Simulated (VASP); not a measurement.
Crystal: SnTe.

```
Sn Te
1.0
     0.00000    3.15085    3.15085
     3.15085    0.00000    3.15085
     3.15085    3.15085    0.00000
Sn Te
1 1
Cartesian
  0.0000 0.0000 0.0000
  3.1509 3.1509 3.1509
```

```yaml
Program: VASP 6.6.1
Task: relaxation of cell and atoms
Functional: PBE
Potentials_or_basis: VASP PAW PBE potentials, release 64 (Sn_d, Te)
Cutoff: 600 eV
k_mesh: 10 × 10 × 10
Occupations: gaussian, width 0.03 eV
Spin: no spin polarisation
```

At the start: pressure 2.2 GPa; volume 31.28 Å³/atom.

**Question.** Where does the relaxation end?

**Answer.** Over 3 steps the energy falls by 11.1 meV/atom and the volume is 32.93 Å³/atom (+5.3 %); space group Fm-3m (No. 225, to 0.05 Å).

The path:
```tsv
step	energy change (eV)	largest force (eV/Å)	pressure (GPa)	volume (Å³)
1	0.0000	0.0000	2.24	62.56
2	-0.0211	0.0000	-0.43	66.60
3	-0.0222	0.0000	-0.01	65.85
```

Final structure:
```cif
data_structure
_symmetry_space_group_name_H-M 'P 1'
_symmetry_Int_Tables_number 1
_cell_length_a 4.5328
_cell_length_b 4.5328
_cell_length_c 4.5328
_cell_angle_alpha 60.000
_cell_angle_beta 60.000
_cell_angle_gamma 60.000
_cell_volume 65.85
loop_
_atom_site_label
_atom_site_type_symbol
_atom_site_fract_x
_atom_site_fract_y
_atom_site_fract_z
_atom_site_occupancy
Sn1 Sn 0.00000 0.00000 0.00000 1
Te1 Te 0.50000 0.50000 0.50000 1
```
